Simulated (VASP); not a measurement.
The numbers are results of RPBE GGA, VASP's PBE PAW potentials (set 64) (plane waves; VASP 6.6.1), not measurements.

The input files of a VASP run:

**INCAR**
```
# general
SYSTEM  = Sr
PREC    = Accurate
ENCUT   = 520   # plane-wave cut-off (eV)
LREAL   = .False.   # projection in real space or not
LASPH   = .True.

# electronic loop
EDIFF   = 1E-7
NELM    = 100
ALGO    = Normal   # blocked Davidson
LMAXMIX = 4   # l cut-off of mixed one-centre charges

# smearing
ISMEAR  = 1   # Methfessel-Paxton
SIGMA   = 0.1   # width (eV)

# functional
GGA     = RP   # RPBE

# ions
ISIF    = 2   # forces and stress, cell fixed

# output
LWAVE   = .False.
LCHARG  = .False.
```

File POSCAR:
```
Sr
1
    0.0000000000     3.0105352946     3.0105352946
    3.0105352946     0.0000000000     3.0105352946
    3.0105352946     3.0105352946     0.0000000000
Sr
1
Direct
  0.0000000000   0.0000000000   0.0000000000
```

KPOINTS:
```
Automatic mesh
0
Gamma
10 10 10
0 0 0
```

POTCAR, in this order: Sr_sv (PBE.64 set). Program: vasp_std.

Problem. What will the output report for the number of irreducible k-points (NKPTS), largest plane-wave count, number of space-group operations, FFT grid (NGX, NGY, NGZ)?

Solution. 
| Quantity | Value |
|---|---|
| number of irreducible k-points (NKPTS) | 47 |
| largest plane-wave count | 1480 |
| number of space-group operations | 48 |
| FFT grid (NGX, NGY, NGZ) | 32 × 32 × 32 |

The compound is Sr in the fcc structure. This cell is one point of a volume scan, at 0.94 of the reference volume.
